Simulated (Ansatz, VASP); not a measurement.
# KFeSi: VASP beside Ansatz

One calculation is typed for both programs; each brings its own data sets and cutoff. How far apart do they land? The cell is invented: other elements were put on sites of a known structure type. It may not be a known or stable phase. The cell comes out of the VASP series on this material, whose earlier steps may have relaxed, scaled or displaced it; both programs get it as it stands.

Program: Ansatz 0.2.0. Level of theory: plane waves, with VASP 6.6.1 beside it; single point at PBE. Results are calculated unless marked as measured.

## (1) Set-up

It takes space group P-6m2 (No. 187, hexagonal). The conventional cell has a = 5.086 Å, b = 5.086 Å, c = 2.757 Å, α = 90.00°, β = 90.00°, γ = 120.00°. Nearest to K lie 2 K at 2.76 Å and 3 Si at 2.94 Å. Fe has 2 Fe at 2.76 Å nearest. Nearest to Si lie 2 Si at 2.76 Å and 3 K at 2.94 Å. Farther neighbours are not listed.

As a file:

```xyz
3
Lattice="5.0861 0.0000 0.0000 -2.5430 4.4047 0.0000 0.0000 0.0000 2.7572" Properties=species:S:1:pos:R:3 pbc="T T T"
K     0.0000    2.9365    1.3786
Fe    2.5430    1.4682    0.0000
Si    0.0000    0.0000    1.3786
```

## (2) VASP: single point, PBE

A single point gives forces, pressure and levels at one fixed geometry, so differences don't come from the geometry; what else differs is listed under the comparison.

Lines of VASP's logs that name or quote its potential files are left out, and so is its time.

The input, INCAR:

```
SYSTEM = KFeSi
PREC = Accurate
ENCUT = 400
EDIFF = 1E-06
NELM = 100
ISMEAR = -1
SIGMA = 0.05
LREAL = .FALSE.
ALGO = Normal
GGA = PE
NBANDS = 18
ISPIN = 2
MAGMOM = 0 3 0
LMAXMIX = 4
LORBIT = 11
LWAVE = .FALSE.
LCHARG = .TRUE.
ISIF = 2
LELF = .TRUE.
LVHAR = .TRUE.
```

The input, POSCAR:

```
KFeSi
1.0
    5.0860889941      0.0000000008      0.0000000000
   -2.5430444904      4.4046822804      0.0000000000
    0.0000000000      0.0000000000      2.7571720800
K Fe Si
1 1 1
Direct
    0.3333333300      0.6666666700      0.5000000000
    0.6666666700      0.3333333300      0.0000000000
    0.0000000000      0.0000000000      0.5000000000
```

The input, KPOINTS:

```
Automatic mesh
0
Gamma
5 5 8
0 0 0
```

PAW data sets: K_sv, Fe and Si (PBE family, release 64).

The run is started by

```bash
$ mpirun -np 1 vasp_std
```

Numbers of over 12 decimals in the logs are rounded to 6 here.

The program printed:

```text
[banner, memory and clock lines left out]
running    1 mpi-ranks, on    1 nodes
 distrk:  each k-point on    1 cores,    1 groups
 distr:  one band on    1 cores,    1 groups

 POSCAR found type information on POSCAR K FeSi
 POSCAR found :  3 types and       3 ions
 LDA part: xc-table for (Slater+PW92), standard interpolation
 POSCAR, INCAR and KPOINTS ok, starting setup
 FFT: planning ... GRIDC
 FFT: planning ... GRID_SOFT
 FFT: planning ... GRID
 WAVECAR not read
 entering main loop
       N       E                     dE             d eps       ncg     rms          rms(c)
DAV:   1     0.106144555579E+03    0.10614E+03   -0.77411E+03  1800   0.897E+02
DAV:   2    -0.571161272063E+01   -0.11186E+03   -0.10662E+03  1812   0.248E+02
DAV:   3    -0.129484284765E+02   -0.72368E+01   -0.71119E+01  3202   0.581E+01
DAV:   4    -0.131194614309E+02   -0.17103E+00   -0.16964E+00  2332   0.699E+00
DAV:   5    -0.131256656680E+02   -0.62042E-02   -0.62013E-02  2750   0.131E+00    0.189E+01
DAV:   6    -0.250182968177E+02   -0.11893E+02   -0.56556E+01  2166   0.854E+01    0.489E+01
DAV:   7    -0.113957319783E+02    0.13623E+02   -0.47395E+01  2064   0.607E+01    0.569E+00
DAV:   8    -0.115121385125E+02   -0.11641E+00   -0.11358E+00  2362   0.634E+00    0.422E+00
DAV:   9    -0.114821487808E+02    0.29990E-01   -0.22856E-01  2552   0.424E+00    0.172E+00
DAV:  10    -0.114788210036E+02    0.33278E-02   -0.29109E-02  2686   0.132E+00    0.636E-01
DAV:  11    -0.114767761606E+02    0.20448E-02   -0.10421E-02  2440   0.831E-01    0.453E-01
DAV:  12    -0.114769378614E+02   -0.16170E-03   -0.40525E-03  2508   0.500E-01    0.203E-01
DAV:  13    -0.114766735514E+02    0.26431E-03   -0.46323E-04  2592   0.177E-01    0.129E-01
DAV:  14    -0.114766340966E+02    0.39455E-04   -0.28416E-04  2520   0.985E-02    0.573E-02
DAV:  15    -0.114766416167E+02   -0.75201E-05   -0.18197E-05  2404   0.331E-02    0.316E-02
DAV:  16    -0.114766445295E+02   -0.29128E-05   -0.24573E-05  2404   0.365E-02    0.653E-03
DAV:  17    -0.114766447205E+02   -0.19101E-06   -0.10841E-06  1440   0.707E-03
   1 F= -.11476645E+02 E0= -.11458636E+02  d E =-.360184E-01  mag=     2.9402
```

OUTCAR, selected parts (step 2):

```text
ion  position               nearest neighbor table
   1  0.333  0.667  0.500-   3 2.94   3 2.94   3 2.94   2 3.24   2 3.24   2 3.24   2 3.24   2 3.24
                             2 3.24
   2  0.667  0.333  0.000-   1 3.24   1 3.24   1 3.24   1 3.24   1 3.24   1 3.24
   3  0.000  0.000  0.500-   1 2.94   1 2.94   1 2.94

  LATTYP: Found a hexagonal cell.
 ALAT       =     5.0860889941
 C/A-ratio  =     0.5421006363

 Subroutine GETGRP returns: Found 12 space group operations
 (whereof 12 operations were pure point group operations)

The static configuration has the point symmetry D_3h.

 Found     25 irreducible k-points:

   k-points           NKPTS =     25   k-points in BZ     NKDIM =     25   number of bands    NBANDS=     18

   dimension x,y,z NGX =    36 NGY =   36 NGZ =   18
   dimension x,y,z NGXF=    72 NGYF=   72 NGZF=   36

   ENCUT  =  400.0 eV  29.40 Ry    5.42 a.u.   8.29  8.29  4.50*2*pi/ulx,y,z

   NELECT =      21.0000    total number of electrons

 k-points in reciprocal lattice and weights: Automatic mesh
   0.00000000  0.00000000  0.00000000       0.005
   0.20000000  0.00000000  0.00000000       0.030
   0.40000000  0.00000000  0.00000000       0.030
   0.20000000  0.20000000  0.00000000       0.030
   0.40000000  0.20000000  0.00000000       0.030
   0.00000000  0.00000000  0.12500000       0.010
   0.20000000  0.00000000  0.12500000       0.060
   0.40000000  0.00000000  0.12500000       0.060
   0.20000000  0.20000000  0.12500000       0.060
[...]
0.20000000  0.20000000  0.50000000       0.030
   0.40000000  0.20000000  0.50000000       0.030

 average (electrostatic) potential at core
       1 -34.1005       2 -45.5229       3 -85.7563

 E-fermi :   4.0558

 spin component 1
 k-point     1 :       0.0000    0.0000    0.0000
  band No.  band energies     occupation
    ...
      9       1.9826      1.00000
     10       1.9826      1.00000
     11       2.5773      1.00000
     12       2.5773      1.00000
     13       2.9320      1.00000
     14       7.1999      0.00000
     15       7.1999      0.00000
     16       8.0391      0.00000
     17      11.7332      0.00000
     18      12.6855      0.00000

 k-point     2 :       0.2000    0.0000    0.0000
  band No.  band energies     occupation
    ...
      8       0.9872      1.00000
      9       1.8387      1.00000
     10       1.9817      1.00000
     11       1.9821      1.00000
     12       2.5675      1.00000
     13       4.4528      0.00036
     14       6.5103      0.00000
     15       7.2468      0.00000
     16       8.2211      0.00000
     17      11.6444      0.00000
    ...

 k-point     3 :       0.4000    0.0000    0.0000
  band No.  band energies     occupation
    ...
      8       1.0524      1.00000
      9       1.4247      1.00000
     10       1.9800      1.00000
     11       1.9806      1.00000
     12       2.5581      1.00000
     13       4.5832      0.00003
     14       7.2999      0.00000
     15       7.5868      0.00000
     16       8.6983      0.00000
     17      11.5463      0.00000
    ...

 k-point     4 :       0.2000    0.2000    0.0000
  band No.  band energies     occupation
    ...
      8       1.0645      1.00000
      9       1.5994      1.00000
     10       1.9777      1.00000
     11       1.9836      1.00000
     12       2.1375      1.00000
     13       5.2689      0.00000
     14       6.3730      0.00000
     15       7.9228      0.00000
     16       8.4793      0.00000
     17      11.5734      0.00000
    ...

 k-point     5 :       0.4000    0.2000    0.0000
  band No.  band energies     occupation
    ...
      8       1.1620      1.00000
      9       1.3277      1.00000
     10       1.7910      1.00000
     11       1.9751      1.00000
     12       1.9847      1.00000
     13       5.1206      0.00000
     14       7.2029      0.00000
     15       7.9983      0.00000
     16      10.0147      0.00000
     17      10.8615      0.00000
    ...

 k-point     6 :       0.0000    0.0000    0.1250
  band No.  band energies     occupation
    ...
      9       1.7207      1.00000
     10       1.7207      1.00000
     11       2.9320      1.00000
     12       2.9320      1.00000
     13       3.1364      1.00000
     14       7.3309      0.00000
     15       7.3309      0.00000
     16       8.2008      0.00000
     17       9.7273      0.00000
     18      12.8694      0.00000

  Total        0.3687638      0.3687638     -1.2594246      0.0000000     -0.0000000      0.0000000
  in kB        9.5652519      9.5652519    -32.6678332      0.0000000     -0.0000000      0.0000000
  external PRESSURE =      -4.5124432 kB  Pullay stress =       0.0000000 kB

  energy-cutoff  :      400.00
  volume of cell :       61.77
      direct lattice vectors                 reciprocal lattice vectors
     5.086088994  0.000000001  0.000000000     0.196614727  0.113515565  0.000000000
    -2.543044490  4.404682280  0.000000000    -0.000000000  0.227031131  0.000000000
     0.000000000  0.000000000  2.757172080     0.000000000  0.000000000  0.362690456

 POSITION                                       TOTAL-FORCE (eV/Angst)
 -----------------------------------------------------------------------------------
     -0.00000      2.93645      1.37859         0.000000     -0.000000      0.000000
      2.54304      1.46823      0.00000        -0.000000      0.000000      0.000000
      0.00000      0.00000      1.37859         0.000000      0.000000      0.000000
 -----------------------------------------------------------------------------------
    total drift:                                0.000015     -0.000009     -0.000000

  FREE ENERGIE OF THE ION-ELECTRON SYSTEM (eV)
  ---------------------------------------------------
  free  energy   TOTEN  =       -11.4766447205 eV

  energy  without entropy=      -11.4406263306  energy(sigma->0) =      -11.45863553

 total charge
# of ion       s       p       d       tot
------------------------------------------
    1        1.987   5.593   0.099   7.678
    2        0.370   0.205   6.117   6.692
    3        0.850   0.691   0.000   1.541
--------------------------------------------------
tot          3.207   6.489   6.216  15.911

 magnetization (x)
# of ion       s       p       d       tot
------------------------------------------
    1       -0.004   0.001  -0.007  -0.010
    2        0.027   0.021   2.903   2.951
    3        0.020  -0.024   0.000  -0.003
--------------------------------------------------
tot          0.043  -0.001   2.896   2.937

[... 6 further parts left out ...]
```

With spin, VASP writes an ELF for each channel. LASPH is off, so gradient terms of the non-spherical density inside the spheres are left out; for open d or f shells this can shift gaps and moments.

(Part 1 of 2 ends here.)

[Lines on the potential files, build, host, timing and source positions are cut from VASP's logs without a mark.]

[Logs are printed without paths, hosts, clocks, repeated set-up lines and the standing remarks that a program may print on its own settings, such as how far it seeks lower states.]

[Hosts, paths, dates, database ids (printed as entryN), source tags and the programs' standing remarks are cut or masked in the printed files.]
